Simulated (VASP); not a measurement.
VASP input:

**KPOINTS**
```
Automatic mesh
0
Gamma
6 6 6
0 0 0
```

File POSCAR:
```
PbSe
1
    0.0000000000     3.0600000000     3.0600000000
    3.0600000000     0.0000000000     3.0600000000
    3.0600000000     3.0600000000     0.0000000000
Pb Se
1 1
Direct
  0.0000000000   0.0000000000   0.0000000000
  0.5000000000   0.5000000000   0.5000000000
```

**INCAR**
```
SYSTEM = PbSe
PREC = Accurate
ENCUT = 400
EDIFF = 1E-6
NELM = 60
ALGO = VeryFast
LREAL = .FALSE.
LASPH = .TRUE.
ISMEAR = 0
SIGMA = 0.05
GGA = PE
LMAXMIX = 4
LWAVE = .FALSE.
LCHARG = .FALSE.
ISIF = 2
NELMDL = -1
```

POTCAR, in this order: Pb_d Se (PBE.64 set). Program: vasp_std.

The resulting files:

**standard output**
```
...
RMM:  21     0.748945253059E+03   -0.35455E+00   -0.31245E+00   884   0.392E+01    0.958E+00
RMM:  22     0.748654556492E+03   -0.29070E+00   -0.29156E+00   896   0.381E+01    0.101E+01
RMM:  23     0.748430762316E+03   -0.22379E+00   -0.22862E+00   894   0.370E+01    0.105E+01
RMM:  24     0.748269630187E+03   -0.16113E+00   -0.20012E+00   865   0.361E+01    0.108E+01
RMM:  25     0.748103106376E+03   -0.16652E+00   -0.17308E+00   880   0.352E+01    0.112E+01
RMM:  26     0.747953128848E+03   -0.14998E+00   -0.15720E+00   891   0.344E+01    0.116E+01
RMM:  27     0.747844390512E+03   -0.10874E+00   -0.12724E+00   865   0.336E+01    0.119E+01
RMM:  28     0.747724548729E+03   -0.11984E+00   -0.12519E+00   881   0.329E+01    0.122E+01
RMM:  29     0.747612730639E+03   -0.11182E+00   -0.10982E+00   873   0.322E+01    0.125E+01
RMM:  30     0.747533236757E+03   -0.79494E-01   -0.94790E-01   877   0.316E+01    0.129E+01
RMM:  31     0.747428846151E+03   -0.10439E+00   -0.92954E-01   872   0.310E+01    0.132E+01
RMM:  32     0.747363024054E+03   -0.65822E-01   -0.71401E-01   888   0.304E+01    0.135E+01
RMM:  33     0.747323879972E+03   -0.39144E-01   -0.57476E-01   867   0.299E+01    0.138E+01
RMM:  34     0.747290272377E+03   -0.33608E-01   -0.43996E-01   890   0.293E+01    0.141E+01
RMM:  35     0.747307935245E+03    0.17663E-01   -0.21750E-01   866   0.289E+01    0.144E+01
RMM:  36     0.747299344594E+03   -0.85907E-02   -0.21708E-01   886   0.284E+01    0.147E+01
RMM:  37     0.747311466149E+03    0.12122E-01   -0.12546E-01   865   0.280E+01    0.150E+01
RMM:  38     0.747287792932E+03   -0.23673E-01   -0.18906E-01   880   0.275E+01    0.153E+01
RMM:  39     0.747251156804E+03   -0.36636E-01   -0.16983E-01   867   0.271E+01    0.158E+01
RMM:  40     0.747183845677E+03   -0.67311E-01   -0.20615E-01   876   0.267E+01    0.166E+01
RMM:  41     0.747160914812E+03   -0.22931E-01   -0.52535E-02   887   0.263E+01    0.173E+01
RMM:  42     0.747068606330E+03   -0.92308E-01   -0.23079E-01   864   0.260E+01    0.181E+01
RMM:  43     0.746984780292E+03   -0.83826E-01   -0.17648E-01   880   0.256E+01    0.189E+01
RMM:  44     0.746943687375E+03   -0.41093E-01   -0.92180E-02   880   0.253E+01    0.196E+01
RMM:  45     0.746933804909E+03   -0.98825E-02   -0.16361E-02   893   0.249E+01    0.201E+01
RMM:  46     0.746938696976E+03    0.48921E-02    0.40044E-02   894   0.246E+01    0.204E+01
RMM:  47     0.746899269854E+03   -0.39427E-01   -0.10263E-01   891   0.243E+01    0.206E+01
RMM:  48     0.746921372571E+03    0.22103E-01    0.15921E-01   878   0.240E+01    0.208E+01
RMM:  49     0.746937355539E+03    0.15983E-01    0.97595E-02   884   0.237E+01    0.212E+01
RMM:  50     0.746959600383E+03    0.22245E-01    0.20037E-01   885   0.234E+01    0.215E+01
RMM:  51     0.746975301634E+03    0.15701E-01    0.14508E-01   880   0.232E+01    0.218E+01
RMM:  52     0.746909788316E+03   -0.65513E-01    0.54100E-01   868   0.234E+01    0.267E+01
RMM:  53     0.746779593679E+03   -0.13019E+00   -0.30293E-01   880   0.228E+01    0.273E+01
RMM:  54     0.746461923261E+03   -0.31767E+00   -0.60818E-01   865   0.227E+01    0.279E+01
RMM:  55     0.746028329152E+03   -0.43359E+00   -0.10329E+00   879   0.225E+01    0.289E+01
RMM:  56     0.745917621350E+03   -0.11071E+00   -0.15998E-01   887   0.221E+01    0.296E+01
RMM:  57     0.748315999684E+03    0.23984E+01    0.36272E+00   896   0.290E+01    0.229E+01
RMM:  58     0.748521209873E+03    0.20521E+00    0.22237E+00   894   0.226E+01    0.238E+01
RMM:  59     0.748211829811E+03   -0.30938E+00    0.25433E-01   867   0.221E+01    0.244E+01
RMM:  60     0.748135175343E+03   -0.76654E-01    0.40329E-01   879   0.214E+01

 -----------------------------------------------------------------------------
|                                                                             |
|           W    W    AA    RRRRR   N    N  II  N    N   GGGG   !!!           |
|           W    W   A  A   R    R  NN   N  II  NN   N  G    G  !!!           |
|           W    W  A    A  R    R  N N  N  II  N N  N  G       !!!           |
|           W WW W  AAAAAA  RRRRR   N  N N  II  N  N N  G  GGG   !            |
|           WW  WW  A    A  R   R   N   NN  II  N   NN  G    G                |
|           W    W  A    A  R    R  N    N  II  N    N   GGGG   !!!           |
|                                                                             |
|     The electronic self-consistency was not achieved in the given           |
|     number of steps (NELM). The forces and other quantities evaluated       |
|     might not be reliable so examine the results carefully. If you find     |
|     spurious results, we suggest increasing NELM, if you were close to      |
|     convergence or switching to a different ALGO or adjusting the           |
|     density mixing parameters otherwise.                                    |
|                                                                             |
 -----------------------------------------------------------------------------

   1 F= 0.74813518E+03 E0= 0.74813695E+03  d E =-.355169E-02
```

File OUTCAR:
```
------------------------ aborting loop EDIFF was not reached (unconverged)  ----------------------------
  FORCE on cell =-STRESS in cart. coord.  units (eV):
  Direction    XX          YY          ZZ          XY          YZ          ZX
  --------------------------------------------------------------------------------------
  Total      185.6203841    185.6203841    185.6203841      0.0000000      0.0000000      0.0000000
  in kB     5189.6966658   5189.6966658   5189.6966658      0.0000000      0.0000000      0.0000000
  external PRESSURE =    5189.6966658 kB  Pullay stress =       0.0000000 kB
  volume of cell :       57.31
      direct lattice vectors                 reciprocal lattice vectors
     0.000000000  3.060000000  3.060000000    -0.163398693  0.163398693  0.163398693
     3.060000000  0.000000000  3.060000000     0.163398693 -0.163398693  0.163398693
     3.060000000  3.060000000  0.000000000     0.163398693  0.163398693 -0.163398693
  FREE ENERGIE OF THE ION-ELECTRON SYSTEM (eV)
  ---------------------------------------------------
  free  energy   TOTEN  =       748.1351753432 eV

  energy  without entropy=      748.1387270294  energy(sigma->0) =      748.13695119
```
(Selected blocks of OUTCAR.)

Task: Read input and log: which fault does this run have?
(A) simple mixing (IMIX = 1) with AMIX above 1 overshoots
(B) the lattice vectors form a left-handed set
(C) the Γ-only program was given a k-mesh
(D) ALGO = VeryFast starts from random orbitals with almost no delay (NELMDL = -1)

Result: D, ALGO = VeryFast starts from random orbitals with almost no delay (NELMDL = -1). The run did not converge; its last values are not results. Against the sound run, the energy per atom (σ→0) increases by 378.159 eV/atom; the pressure rises by 516.59 GPa; the band gap falls by 0.29 eV.

To mend it, set ALGO = Normal, remove NELMDL.

The mended run (PBE GGA, plane waves, VASP's PBE PAW potentials (set 64)) converges, and its OSZICAR ends with
```
   1 F= -.81805950E+01 E0= -.81805949E+01  d E =-.228308E-06
```

The compound is PbSe in the rock salt structure. The cell was not relaxed at this level.
